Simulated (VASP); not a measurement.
A convergence study with VASP on InSb (zinc blende): a few settings are varied, all else stays as given below, so the limit is that of these other settings.

```
CELL_PARAMETERS angstrom
      0.00000     3.24000     3.24000
      3.24000     0.00000     3.24000
      3.24000     3.24000     0.00000
ATOMIC_POSITIONS crystal
  In 0.00000 0.00000 0.00000
  Sb 0.25000 0.25000 0.25000
```

Computed with LDA (Ceperley-Alder, Perdew-Zunger), VASP's LDA PAW potentials (set 64) (plane waves; VASP). The last row used: 550 eV cut-off, 14×14×14 Γ-centred mesh, second-order Methfessel-Paxton smearing of 0.40 eV, potentials In_d Sb.

```json
[
 {"setting": "ISMEAR = -1, SIGMA = 0.01, 4×4×4 mesh", "E (eV/atom)": "-4.0287", "pressure (GPa)": "-0.04", "irreducible k-points": "8"},
 {"setting": "ISMEAR = -1, SIGMA = 0.1, 4×4×4 mesh", "E (eV/atom)": "-4.0296", "pressure (GPa)": "-0.03", "irreducible k-points": "8"},
 {"setting": "ISMEAR = 0, SIGMA = 0.01, 4×4×4 mesh", "E (eV/atom)": "-4.0286", "pressure (GPa)": "-0.04", "irreducible k-points": "8"},
 {"setting": "ISMEAR = 0, SIGMA = 0.2, 4×4×4 mesh", "E (eV/atom)": "-4.0297", "pressure (GPa)": "-0.04", "irreducible k-points": "8"},
 {"setting": "ISMEAR = 1, SIGMA = 0.05, 4×4×4 mesh", "E (eV/atom)": "-4.0288", "pressure (GPa)": "-0.04", "irreducible k-points": "8"},
 {"setting": "ISMEAR = 1, SIGMA = 0.2, 4×4×4 mesh", "E (eV/atom)": "-4.0294", "pressure (GPa)": "-0.04", "irreducible k-points": "8"},
 {"setting": "ISMEAR = 2, SIGMA = 0.05, 4×4×4 mesh", "E (eV/atom)": "-4.0287", "pressure (GPa)": "-0.04", "irreducible k-points": "8"},
 {"setting": "ISMEAR = 2, SIGMA = 0.2, 4×4×4 mesh", "E (eV/atom)": "-4.0292", "pressure (GPa)": "-0.04", "irreducible k-points": "8"},
 {"setting": "ISMEAR = -1, SIGMA = 0.01, 8×8×8 mesh", "E (eV/atom)": "-4.1051", "pressure (GPa)": "-0.54", "irreducible k-points": "29"},
 {"setting": "ISMEAR = -1, SIGMA = 0.2, 8×8×8 mesh", "E (eV/atom)": "-4.1030", "pressure (GPa)": "-0.46", "irreducible k-points": "29"},
 {"setting": "ISMEAR = 0, SIGMA = 0.01, 8×8×8 mesh", "E (eV/atom)": "-4.1051", "pressure (GPa)": "-0.54", "irreducible k-points": "29"},
 {"setting": "ISMEAR = 0, SIGMA = 0.4, 8×8×8 mesh", "E (eV/atom)": "-4.1044", "pressure (GPa)": "-0.50", "irreducible k-points": "29"},
 {"setting": "ISMEAR = 1, SIGMA = 0.05, 8×8×8 mesh", "E (eV/atom)": "-4.1051", "pressure (GPa)": "-0.54", "irreducible k-points": "29"},
 {"setting": "ISMEAR = 1, SIGMA = 0.4, 8×8×8 mesh", "E (eV/atom)": "-4.1050", "pressure (GPa)": "-0.56", "irreducible k-points": "29"},
 {"setting": "ISMEAR = 2, SIGMA = 0.05, 8×8×8 mesh", "E (eV/atom)": "-4.1051", "pressure (GPa)": "-0.54", "irreducible k-points": "29"},
 {"setting": "ISMEAR = 2, SIGMA = 0.4, 8×8×8 mesh", "E (eV/atom)": "-4.1050", "pressure (GPa)": "-0.55", "irreducible k-points": "29"},
 {"setting": "ISMEAR = -1, SIGMA = 0.05, 14×14×14 mesh", "E (eV/atom)": "-4.1079", "pressure (GPa)": "-0.55", "irreducible k-points": "104"},
 {"setting": "ISMEAR = -1, SIGMA = 0.2, 14×14×14 mesh", "E (eV/atom)": "-4.1055", "pressure (GPa)": "-0.48", "irreducible k-points": "104"},
 {"setting": "ISMEAR = 0, SIGMA = 0.1, 14×14×14 mesh", "E (eV/atom)": "-4.1078", "pressure (GPa)": "-0.55", "irreducible k-points": "104"},
 {"setting": "ISMEAR = 0, SIGMA = 0.4, 14×14×14 mesh", "E (eV/atom)": "-4.1072", "pressure (GPa)": "-0.53", "irreducible k-points": "104"},
 {"setting": "ISMEAR = 1, SIGMA = 0.1, 14×14×14 mesh", "E (eV/atom)": "-4.1078", "pressure (GPa)": "-0.55", "irreducible k-points": "104"},
 {"setting": "ISMEAR = 1, SIGMA = 0.4, 14×14×14 mesh", "E (eV/atom)": "-4.1080", "pressure (GPa)": "-0.57", "irreducible k-points": "104"},
 {"setting": "ISMEAR = 2, SIGMA = 0.1, 14×14×14 mesh", "E (eV/atom)": "-4.1078", "pressure (GPa)": "-0.55", "irreducible k-points": "104"},
 {"setting": "ISMEAR = 2, SIGMA = 0.4, 14×14×14 mesh", "E (eV/atom)": "-4.1078", "pressure (GPa)": "-0.56", "irreducible k-points": "104"}
]
```

Left out are rungs that failed or repeat a setting and relaxations that didn't move; long series are thinned to 24 rows.

The compound is InSb in the zinc blende structure. The cell was not relaxed at this level.
